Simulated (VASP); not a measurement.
Input:

```
IrO2
1.0
    4.51498     0.00000     0.00000
    0.00000     4.51498     0.00000
    0.00000     0.00000     3.18077
Ir O
2 4
Direct
  0.00000   0.00000   0.00000
  0.50000   0.50000   0.50000
  0.30845   0.30845   0.00000
  0.80845   0.19155   0.50000
  0.19155   0.80845   0.50000
  0.69155   0.69155   0.00000
```

Calculation: PBE GGA with D3 dispersion (Becke-Johnson damping), VASP's PBE PAW potentials (set 64) (plane waves; VASP). Numerical set-up: 520 eV cut-off, Gaussian smearing of 0.050 eV, potentials Ir O.

Unless said otherwise, spin-orbit coupling is left out, though it shifts the bands of the heavy elements here.

### Question
What does the run give for the band gap (along the path) with the smallest direct gap where there is one?

### Answer

```json
{
 "band gap (along the path)": "none (metal, semimetal or under 0.01 eV)"
}
```

Total energies compare only between runs with the same potentials, cut-off and functional.

The compound is IrO2 in the rutile structure. It was relaxed first.
